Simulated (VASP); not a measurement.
# Sn (Tin): the relaxed cell at several levels of theory, part 2 of 2

Aim: relax Sn (Tin) at several levels of theory and compare the cells. The starting structure is a measured crystal structure from the Crystallography Open Database. The first relaxation on each setting starts from this cell expanded by 3 % in volume.

VASP 6.6.1.

Results so far: PBEsol 26.87 Å³ an atom; LDA 26.18 Å³ an atom; PBE 28.41 Å³ an atom.

## (5) Relaxation with PBEsol + D3(BJ)

Level of this step: PBEsol with D3(BJ); plane waves and PAW (Sn_d) (VASP).

D3 with Becke-Johnson damping keeps a finite attraction at short range. This run starts from the cell of an earlier relaxation, which isn't shown; the restart sets up the plane waves anew.

Contents of INCAR:

```
SYSTEM = Sn
PREC = Accurate
ENCUT = 450
EDIFF = 1E-06
NELM = 100
ISMEAR = 1
SIGMA = 0.15
LREAL = .FALSE.
ALGO = Normal
GGA = PS
IVDW = 12
NBANDS = 20
LORBIT = 11
LWAVE = .FALSE.
LCHARG = .FALSE.
KPAR = 4
IBRION = 2
NSW = 50
ISIF = 3
EDIFFG = -0.006
```

Contents of POSCAR:

```
Sn
1.0
   -2.8788427078      2.8788427078      1.5526277171
    2.8788427078     -2.8788427078      1.5526277171
    2.8788427078      2.8788427078     -1.5526277171
Sn
2
Direct
    0.7500000000      0.2500000000      0.5000000000
    0.0000000000      0.0000000000      0.0000000000
```

Contents of KPOINTS:

```
Automatic mesh
0
Gamma
16 16 16
0 0 0
```

PAW data sets: Sn_d (PBE family, release 64).

Run with:

```
$ mpirun -np 4 vasp_std
```

What it wrote:

```text
[banner, memory and clock lines left out]
running    4 mpi-ranks, on    1 nodes
[...]
[... a notice as in an earlier step ...]

 LDA part: xc-table for (Slater+PW92), standard interpolation
 POSCAR, INCAR and KPOINTS ok, starting setup
[...]
entering main loop
       N       E                     dE             d eps       ncg     rms          rms(c)
DAV:   1     0.205296511238E+03    0.20530E+03   -0.13495E+04 14208   0.205E+03
DAV:   2     0.112792051789E+02   -0.19402E+03   -0.19055E+03 14032   0.427E+02
DAV:   3    -0.795524882667E+01   -0.19234E+02   -0.19071E+02 15864   0.131E+02
DAV:   4    -0.853100329057E+01   -0.57575E+00   -0.57523E+00 15960   0.251E+01
[...]
DAV:   8    -0.850449450626E+01    0.65708E-03   -0.23509E-03 17940   0.699E-01    0.322E-02
DAV:   9    -0.850450036325E+01   -0.58570E-05   -0.65251E-05 18600   0.749E-02    0.143E-02
DAV:  10    -0.850449940660E+01    0.95665E-06   -0.51600E-06 16868   0.295E-02
   1 F= -.93261127E+01 E0= -.93260547E+01  d E =-.932611E+01
[...]
DAV:   1    -0.850581427416E+01   -0.13139E-02   -0.77925E-03 16460   0.145E+00    0.104E-01
DAV:   2    -0.850551742712E+01    0.29685E-03   -0.51258E-04 17472   0.376E-01    0.468E-02
DAV:   3    -0.850544581254E+01    0.71615E-04   -0.19946E-04 19328   0.224E-01    0.611E-03
DAV:   4    -0.850544071924E+01    0.50933E-05   -0.93392E-06 16172   0.369E-02    0.194E-03
DAV:   5    -0.850543988995E+01    0.82929E-06   -0.28180E-07  8764   0.635E-03
   2 F= -.93261105E+01 E0= -.93260548E+01  d E =0.212963E-05
 trial-energy change:    0.000002  1 .order    0.000002   -0.000018    0.000022
 step:   0.4572(harm=  0.4572)  dis= 0.00000  next Energy=    -9.326117 (dE=-0.415E-05)
[...]
N       E                     dE             d eps       ncg     rms          rms(c)
DAV:   1    -0.850504229822E+01    0.39842E-03   -0.22898E-03 16384   0.784E-01    0.565E-02
DAV:   2    -0.850495258513E+01    0.89713E-04   -0.15176E-04 17288   0.205E-01    0.255E-02
DAV:   3    -0.850493226992E+01    0.20315E-04   -0.58496E-05 18932   0.122E-01    0.340E-03
DAV:   4    -0.850493240161E+01   -0.13168E-06   -0.24932E-06 11908   0.198E-02
   3 F= -.93261145E+01 E0= -.93260576E+01  d E =-.187816E-05
[...]
reached required accuracy - stopping structural energy minimisation
```

Elapsed: 89 s, on 4 MPI ranks of Intel Xeon Platinum 8259CL at 2.50GHz (Skylake/Cascade Lake), shared host; peak memory 1.4 GiB; 5.9 min of CPU time.

OUTCAR, selected parts (step 5):

```text
 Edisp (eV)   -0.82067

 Edisp (eV)   -0.82118

  Total       0.00189     0.00189     0.00122     0.00000     0.00000     0.00000
  in kB       0.05889     0.05889     0.03797     0.00000     0.00000     0.00000
  external pressure =        0.05 kB  Pullay stress =        0.00 kB

 POSITION                                       TOTAL-FORCE (eV/Angst)
 -----------------------------------------------------------------------------------
      0.00000      2.87923      0.77650        -0.000000     -0.000000     -0.000000
      0.00000      0.00000      0.00000         0.000000      0.000000      0.000000
 -----------------------------------------------------------------------------------
    total drift:                                0.000000      0.000000      0.000000

  FREE ENERGIE OF THE ION-ELECTRON SYSTEM (eV)
  ---------------------------------------------------
  free  energy   TOTEN  =        -9.3261145294 eV

  energy  without entropy=       -9.3259438845  energy(sigma->0) =       -9.32605765

[... 2 parts as in an earlier step ...]

[... 2 further parts left out ...]
[key lines of the parts left out:]
E-fermi :   8.4880
```

With PBEsol + D3(BJ) the relaxed cell holds 25.749 Å³ an atom, -4.80 % against the measured cell, with a = 5.758 Å and c = 3.106 Å. That is -4.18 % from PBEsol.

## (6) Relaxation with r2SCAN

r2SCAN adds the kinetic-energy density, costs more than a GGA and is run with LASPH.

Changes to INCAR since step 5:

```diff
@@ -9,4 +9,4 @@
 ALGO = Normal
-GGA = PS
-IVDW = 12
+METAGGA = R2SCAN
+LASPH = .TRUE.
 NBANDS = 20
```

Contents of POSCAR:

```
Sn
1.0
   -2.9446004914      2.9446004914      1.6063949847
    2.9446004914     -2.9446004914      1.6063949847
    2.9446004914      2.9446004914     -1.6063949847
Sn
2
Direct
    0.7500000000      0.2500000000      0.5000000000
    0.0000000000      0.0000000000      0.0000000000
```

KPOINTS is that of step 5.

Run with:

```
$ mpirun -np 4 vasp_std
```

What it wrote:

```text
[banner, memory and clock lines left out]
running    4 mpi-ranks, on    1 nodes
[...]
[... a notice as in an earlier step ...]

 LDA part: xc-table for (None), standard interpolation
 POSCAR, INCAR and KPOINTS ok, starting setup
[...]
entering main loop
       N       E                     dE             d eps       ncg     rms          rms(c)
DAV:   1     0.167620315031E+03    0.16762E+03   -0.13835E+04 14116   0.204E+03
DAV:   2    -0.319147379076E+02   -0.19954E+03   -0.19613E+03 14048   0.438E+02
DAV:   3    -0.527368079658E+02   -0.20822E+02   -0.20637E+02 15924   0.137E+02
DAV:   4    -0.533937540084E+02   -0.65695E+00   -0.65649E+00 15764   0.271E+01
[...]
DAV:  12    -0.492454908805E+02   -0.14140E-05   -0.25348E-06 13540   0.193E-02    0.396E-03
DAV:  13    -0.492454885741E+02    0.23064E-05   -0.24550E-06  9356   0.251E-02    0.651E-04
DAV:  14    -0.492454885679E+02    0.61350E-08   -0.26983E-07  8276   0.473E-03
   1 F= -.49245489E+02 E0= -.49245365E+02  d E =-.492455E+02
[... from here on, the cycles between the ionic steps are left out ...]
   2 F= -.49246698E+02 E0= -.49246541E+02  d E =-.120897E-02
   3 F= -.49246703E+02 E0= -.49246549E+02  d E =-.121472E-02
   4 F= -.49246839E+02 E0= -.49246669E+02  d E =-.135740E-03
   5 F= -.49246848E+02 E0= -.49246676E+02  d E =-.144695E-03
[...]
reached required accuracy - stopping structural energy minimisation
```

Elapsed: 11 min, on 4 MPI ranks; peak memory 1.5 GiB; 39 min of CPU time.

Parts of OUTCAR (step 6):

```text
  Total        0.0087665      0.0087665      0.0002823      0.0000000      0.0000000      0.0000000
  in kB        0.2545534      0.2545534      0.0081982      0.0000000      0.0000000      0.0000000
  external PRESSURE =       0.1724350 kB  Pullay stress =       0.0000000 kB

 POSITION                                       TOTAL-FORCE (eV/Angst)
 -----------------------------------------------------------------------------------
      0.00000      2.94298      0.79633         0.000000     -0.000000     -0.000000
      2.94298      2.94298     -1.59266        -0.000000      0.000000      0.000000
 -----------------------------------------------------------------------------------
    total drift:                                0.000000     -0.000000      0.000000

  FREE ENERGIE OF THE ION-ELECTRON SYSTEM (eV)
  ---------------------------------------------------
  free  energy   TOTEN  =       -49.2468479815 eV

  energy  without entropy=      -49.2463323762  energy(sigma->0) =      -49.24667611

[... 2 parts as in an earlier step ...]

[... 2 further parts left out ...]
[key lines of the parts left out:]
E-fermi :   7.7283
```

With r2SCAN the relaxed cell holds 27.589 Å³ an atom, +2.01 % against the measured cell, with a = 5.886 Å and c = 3.185 Å. That is +2.67 % from PBEsol.

## (7) Relaxation with r2SCAN + rVV10

rVV10 adds a nonlocal correlation energy for dispersion. This run starts from the cell of an earlier relaxation, which isn't shown; the restart sets up the plane waves anew.

Changes to INCAR since step 6:

```diff
@@ -10,2 +10,6 @@
 METAGGA = R2SCAN
+LUSE_VDW = .TRUE.
+IVDW_NL = 2
+BPARAM = 11.95
+CPARAM = 0.0093
 LASPH = .TRUE.
```

Contents of POSCAR:

```
Sn
1.0
   -2.9285478726      2.9285478726      1.5836193097
    2.9285478726     -2.9285478726      1.5836193097
    2.9285478726      2.9285478726     -1.5836193097
Sn
2
Direct
    0.7500000000      0.2500000000      0.5000000000
    0.0000000000      0.0000000000      0.0000000000
```

KPOINTS is that of step 6.

Run with:

```
$ mpirun -np 4 vasp_std
```

What it wrote:

```text
[banner, memory and clock lines left out]
running    4 mpi-ranks, on    1 nodes
[...]
|                                                                             |
|               ----> ADVICE to this user running VASP <----                  |
|                                                                             |
|     You have switched on vdW-DFT.                                           |
|     This routine was written and supplied by Jiri Klimes. We recommend      |
|     that you carefully read and cite the following publications:            |
|       J. Klimes, D.R. Bowler, A. Michelides                                 |
|          J. Phys.: Cond Matt. 22 022201 (2010)                              |
|       J. Klimes, D.R. Bowler, A. Michelides                                 |
|          Phys. Rev. B. 83, 195131 (2011)                                    |
|     and references therein.                                                 |
|                                                                             |

[...]
DAV:   3    -0.485389411212E+02    0.38434E-04   -0.11760E-04 19216   0.172E-01    0.529E-03
Total rVV10 correction in eV:      0.7053903    29.2755551
Total rVV10 correction in eV:      0.7053903    29.2755551
Total rVV10 correction in eV:      0.7053903    29.2755551
Total rVV10 correction in eV:      0.7053903    29.2755551
DAV:   4    -0.485389432871E+02   -0.21658E-05   -0.42564E-06 15236   0.245E-02    0.138E-03
Total rVV10 correction in eV:      0.7053833    29.2755551
Total rVV10 correction in eV:      0.7053833    29.2755551
Total rVV10 correction in eV:      0.7053833    29.2755551
Total rVV10 correction in eV:      0.7053833    29.2755551
DAV:   5    -0.485389441376E+02   -0.85049E-06   -0.16513E-07  7536   0.465E-03
Total rVV10 correction in eV:      0.7053757    29.2755551
Total rVV10 correction in eV:      0.7053757    29.2755551
Total rVV10 correction in eV:      0.7053757    29.2755551
Total rVV10 correction in eV:      0.7053757    29.2755551
Total rVV10 correction in eV:      0.7053728    29.2755551
Total rVV10 correction in eV:      0.7053728    29.2755551
Total rVV10 correction in eV:      0.7053728    29.2755551
Total rVV10 correction in eV:      0.7053728    29.2755551
   3 F= -.48538944E+02 E0= -.48538770E+02  d E =-.589872E-05
[...]
reached required accuracy - stopping structural energy minimisation
```

Run time: 7.9 min. Hardware: 4 MPI ranks; peak memory 2 GiB.

OUTCAR, selected parts (step 7):

```text
  Total        0.0071875      0.0071875      0.0089710      0.0000000     -0.0000000      0.0000000
  in kB        0.2118109      0.2118109      0.2643689      0.0000000     -0.0000000      0.0000000
  external PRESSURE =       0.2293303 kB  Pullay stress =       0.0000000 kB

 POSITION                                       TOTAL-FORCE (eV/Angst)
 -----------------------------------------------------------------------------------
      0.00000      2.92926      0.79202         0.000000      0.000000     -0.000000
      0.00000     -0.00000      0.00000        -0.000000     -0.000000      0.000000
 -----------------------------------------------------------------------------------
    total drift:                                0.000000     -0.000000      0.000000

  FREE ENERGIE OF THE ION-ELECTRON SYSTEM (eV)
  ---------------------------------------------------
  free  energy   TOTEN  =       -48.5389441376 eV

  energy  without entropy=      -48.5384215547  energy(sigma->0) =      -48.53876994

[... 2 parts as in an earlier step ...]

[... 2 further parts left out ...]
[key lines of the parts left out:]
E-fermi :   7.8889
```

With r2SCAN + rVV10 the relaxed cell holds 27.184 Å³ an atom, +0.51 % against the measured cell, with a = 5.859 Å and c = 3.168 Å. That is +1.16 % from PBEsol.

## (8) Relaxation with optB86b-vdW

optB86b-vdW pairs nonlocal correlation with a less repulsive exchange of B86b form.

Changes to INCAR since step 7:

```diff
@@ -9,7 +9,7 @@
 ALGO = Normal
-METAGGA = R2SCAN
+GGA = MK
+AGGAC = 0
 LUSE_VDW = .TRUE.
-IVDW_NL = 2
-BPARAM = 11.95
-CPARAM = 0.0093
+PARAM1 = 0.1234
+PARAM2 = 1
 LASPH = .TRUE.
```

Contents of POSCAR:

```
Sn
1.0
   -2.9446004914      2.9446004914      1.6063949847
    2.9446004914     -2.9446004914      1.6063949847
    2.9446004914      2.9446004914     -1.6063949847
Sn
2
Direct
    0.7500000000      0.2500000000      0.5000000000
    0.0000000000      0.0000000000      0.0000000000
```

KPOINTS is that of step 7.

Run with:

```
$ mpirun -np 4 vasp_std
```

What it wrote:

```text
[banner, memory and clock lines left out]
running    4 mpi-ranks, on    1 nodes
[...]
[... a notice as in an earlier step ...]

 [... a notice as in an earlier step ...]

 LDA part: xc-table for (Slater+PW92), standard interpolation
 POSCAR, INCAR and KPOINTS ok, starting setup
[...]
entering main loop
       N       E                     dE             d eps       ncg     rms          rms(c)
DAV:   1     0.214157338450E+03    0.21416E+03   -0.13515E+04 14120   0.199E+03
DAV:   2     0.192359097290E+02   -0.19492E+03   -0.19158E+03 14048   0.428E+02
DAV:   3    -0.773149574425E+00   -0.20009E+02   -0.19827E+02 15972   0.132E+02
DAV:   4    -0.138896940174E+01   -0.61582E+00   -0.61536E+00 15656   0.260E+01
[...]
DAV:   9    -0.139830506502E+01   -0.94015E-05   -0.64967E-05 19080   0.775E-02    0.143E-02
DAV:  10    -0.139830614477E+01   -0.10797E-05   -0.11307E-05 16040   0.425E-02    0.155E-03
DAV:  11    -0.139830624900E+01   -0.10422E-06   -0.42974E-07  9952   0.875E-03
   1 F= -.13983062E+01 E0= -.13982808E+01  d E =-.139831E+01
[... from here on, the cycles between the ionic steps are left out ...]
   2 F= -.13991340E+01 E0= -.13990526E+01  d E =-.827783E-03
   3 F= -.13991494E+01 E0= -.13990637E+01  d E =-.843109E-03
   4 F= -.13991403E+01 E0= -.13990468E+01  d E =-.834015E-03
   5 F= -.13991520E+01 E0= -.13990646E+01  d E =-.845729E-03
   6 F= -.13991501E+01 E0= -.13990596E+01  d E =-.843901E-03
   7 F= -.13992854E+01 E0= -.13991871E+01  d E =-.135204E-03
   8 F= -.13992848E+01 E0= -.13991869E+01  d E =-.134687E-03
   9 F= -.13992856E+01 E0= -.13991874E+01  d E =-.135411E-03
  10 F= -.13992879E+01 E0= -.13991933E+01  d E =-.229948E-05
  11 F= -.13992896E+01 E0= -.13991935E+01  d E =-.403809E-05
[...]
reached required accuracy - stopping structural energy minimisation
```

Wall time 9 min (4 MPI ranks); peak memory 2.3 GiB.

OUTCAR, selected parts (step 8):

```text
  Total       -0.0007580     -0.0007580      0.0012461      0.0000000      0.0000000      0.0000000
  in kB       -0.0219083     -0.0219083      0.0360162      0.0000000      0.0000000      0.0000000
  external PRESSURE =      -0.0026002 kB  Pullay stress =       0.0000000 kB

 POSITION                                       TOTAL-FORCE (eV/Angst)
 -----------------------------------------------------------------------------------
      0.00000      2.94925      0.79662        -0.000000     -0.000000      0.000000
     -2.94925      2.94925      1.59325         0.000000      0.000000     -0.000000
 -----------------------------------------------------------------------------------
    total drift:                               -0.000000     -0.000000      0.000000

  FREE ENERGIE OF THE ION-ELECTRON SYSTEM (eV)
  ---------------------------------------------------
  free  energy   TOTEN  =        -1.3992895986 eV

  energy  without entropy=       -1.3990014455  energy(sigma->0) =       -1.39919355

[... 2 parts as in an earlier step ...]

[... 2 further parts left out ...]
[key lines of the parts left out:]
E-fermi :   7.6144
```

Logs of long relaxations may skip ionic steps without a mark.

With optB86b-vdW the relaxed cell holds 27.716 Å³ an atom, +2.48 % against the measured cell, with a = 5.899 Å and c = 3.186 Å. That is +3.15 % from PBEsol.

## (9) Relaxation with TPSS

TPSS is an older meta-GGA.

Changes to INCAR since step 8:

```diff
@@ -9,7 +9,3 @@
 ALGO = Normal
-GGA = MK
-AGGAC = 0
-LUSE_VDW = .TRUE.
-PARAM1 = 0.1234
-PARAM2 = 1
+METAGGA = TPSS
 LASPH = .TRUE.
```

POSCAR is that of step 8.

KPOINTS is that of step 8.

Run with:

```
$ mpirun -np 4 vasp_std
```

What it wrote:

```text
[... set-up lines as in an earlier step ...]
 entering main loop
       N       E                     dE             d eps       ncg     rms          rms(c)
DAV:   1     0.203202402211E+03    0.20320E+03   -0.14216E+04 14024   0.212E+03
DAV:   2     0.318149731276E+01   -0.20002E+03   -0.19671E+03 13996   0.462E+02
DAV:   3    -0.212741511493E+02   -0.24456E+02   -0.24166E+02 15920   0.171E+02
DAV:   4    -0.220693114554E+02   -0.79516E+00   -0.79404E+00 16888   0.367E+01
[...]
DAV:  10    -0.238933725427E+02    0.47670E-04   -0.16534E-04 18772   0.200E-01    0.841E-03
DAV:  11    -0.238933745914E+02   -0.20487E-05   -0.43561E-06 15628   0.205E-02    0.387E-03
DAV:  12    -0.238933750634E+02   -0.47201E-06   -0.10153E-06 10364   0.918E-03
   1 F= -.23893375E+02 E0= -.23893357E+02  d E =-.238934E+02
[...]
2 F= -.23894494E+02 E0= -.23894430E+02  d E =-.111871E-02
[...]
3 F= -.23894494E+02 E0= -.23894433E+02  d E =-.111937E-02
[...]
4 F= -.23894643E+02 E0= -.23894551E+02  d E =-.148096E-03
[...]
5 F= -.23894649E+02 E0= -.23894552E+02  d E =-.154742E-03
[...]
reached required accuracy - stopping structural energy minimisation
```

Wall time 8.7 min (4 MPI ranks); peak memory 1.5 GiB.

OUTCAR, selected parts (step 9):

```text
  Total        0.0061540      0.0061540      0.0054255      0.0000000     -0.0000000      0.0000000
  in kB        0.1785884      0.1785884      0.1574466      0.0000000     -0.0000000      0.0000000
  external PRESSURE =       0.1715411 kB  Pullay stress =       0.0000000 kB

 POSITION                                       TOTAL-FORCE (eV/Angst)
 -----------------------------------------------------------------------------------
     -0.00000      2.94421      0.79614         0.000000     -0.000000      0.000000
     -0.00000      0.00000      0.00000        -0.000000      0.000000     -0.000000
 -----------------------------------------------------------------------------------
    total drift:                                0.000000     -0.000000      0.000000

  FREE ENERGIE OF THE ION-ELECTRON SYSTEM (eV)
  ---------------------------------------------------
  free  energy   TOTEN  =       -23.8946491794 eV

  energy  without entropy=      -23.8943576094  energy(sigma->0) =      -23.89455199

[... 2 parts as in an earlier step ...]

[... 2 further parts left out ...]
[key lines of the parts left out:]
E-fermi :   7.7515
```

With TPSS the relaxed cell holds 27.605 Å³ an atom, +2.07 % against the measured cell, with a = 5.888 Å and c = 3.185 Å. That is +2.73 % from PBEsol.

## (10) The runs compared

```
          level  volume (Å³/atom)  against the measured cell (%)   a (Å)   c (Å)  pressure left (GPa)  core minutes
         PBEsol            26.871                          -0.65    5.84  3.1515                -0.01          15.0
            LDA            26.181                           -3.2  5.7895  3.1243                 0.03          19.0
            PBE            28.405                           5.03  5.9469  3.2128                  0.0          16.1
PBEsol + D3(BJ)            25.749                           -4.8  5.7585   3.106                 0.01          20.3
         r2SCAN            27.589                           2.01   5.886  3.1853                 0.02          42.9
 r2SCAN + rVV10            27.184                           0.51  5.8585  3.1681                 0.02         109.0
    optB86b-vdW            27.716                           2.48  5.8985  3.1865                  0.0          35.9
           TPSS            27.605                           2.07  5.8884  3.1846                 0.02          34.7
```

Core minutes are wall time times ranks, summed over the relaxations behind a row (those for a bulk modulus apart), on shared hosts.

## (11) What came out

- volume, PBEsol: 26.87 Å³/atom
- volume, LDA: 26.18 Å³/atom
- volume, PBE: 28.41 Å³/atom
- volume, PBEsol + D3(BJ): 25.75 Å³/atom
- volume, r2SCAN: 27.59 Å³/atom
- volume, r2SCAN + rVV10: 27.18 Å³/atom
- volume, optB86b-vdW: 27.72 Å³/atom
- volume, TPSS: 27.60 Å³/atom

In words: Across 8 levels the volume of Sn (Tin) spans 10.3 %, from 25.75 Å³ an atom (PBEsol + D3(BJ)) to 28.41 Å³ (PBE). Against the measured volume of the starting structure, r2SCAN + rVV10 comes nearest (+0.5 %) and PBE lies farthest (+5.0 %). The measured cell holds zero-point expansion and, unless it was taken cold, thermal expansion, which the runs lack, so small differences decide nothing. Adding D3(BJ) to PBEsol changes the volume by -4.2 %. Adding rVV10 to r2SCAN changes the volume by -1.5 %. LASPH is on in some of these runs and off in others, which adds a little to the differences. All runs keep the symmetry of the start, so they can't find a distortion of lower symmetry. Further runs on this material are not shown.

[Lines on the potential files, build, host, timing and source positions are cut from VASP's logs without a mark.]

[Logs are printed without paths, hosts, clocks, repeated set-up lines and the standing remarks that a program may print on its own settings, such as how far it seeks lower states.]

[Hosts, paths, dates, database ids (printed as entryN), source tags and the programs' standing remarks are cut or masked in the printed files.]
